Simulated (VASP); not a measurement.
A convergence study with VASP on KF (space group Fm-3m): one setting is varied, all else stays as given below, so the limit is that of these other settings.

```xyz
2
Lattice="0.0000 2.6884 2.6884 2.6884 0.0000 2.6884 2.6884 2.6884 0.0000" Properties=species:S:1:pos:R:3 pbc="T T T"
K      0.0000     0.0000     0.0000
F      2.6884     2.6884     2.6884
```

Computed with PBE GGA, VASP's PBE PAW potentials (set 64) (plane waves; VASP 6.6.1). The tightest run used: 600 eV cut-off, 8×8×8 Γ-centred mesh, Gaussian smearing of 0.010 eV, potentials K_sv F.

Q: The settings run are ENCUT = 200; ENCUT = 240; ENCUT = 280; ENCUT = 340; ENCUT = 400; ENCUT = 480; ENCUT = 600. From which on does the highest Γ mode stay within 5 cm⁻¹ of the tightest run?

A: From ENCUT = 280 on: it is off by 0.7 there and by no more than 5 in any finer run, while ENCUT = 240 is off by 19.2.
```csv
setting,mean ε∞,highest Γ mode (cm⁻¹),plane waves,difference judged (cm⁻¹)
ENCUT = 200,1.83,167.8,262,9.4
ENCUT = 240,1.90,196.4,342,19.2
ENCUT = 280,1.93,177.9,428,0.7
ENCUT = 340,1.95,179.9,568,2.6
ENCUT = 400,1.97,175.9,725,1.4
ENCUT = 480,1.97,177.3,950,0.0
ENCUT = 600,1.97,177.3,1316,0.0
```

Left out are rungs that failed or repeat a setting and relaxations that didn't move; long series are thinned to 24 rows.

The structure is a typed KF crystal (space group no. 225). The cell was not relaxed at this level.
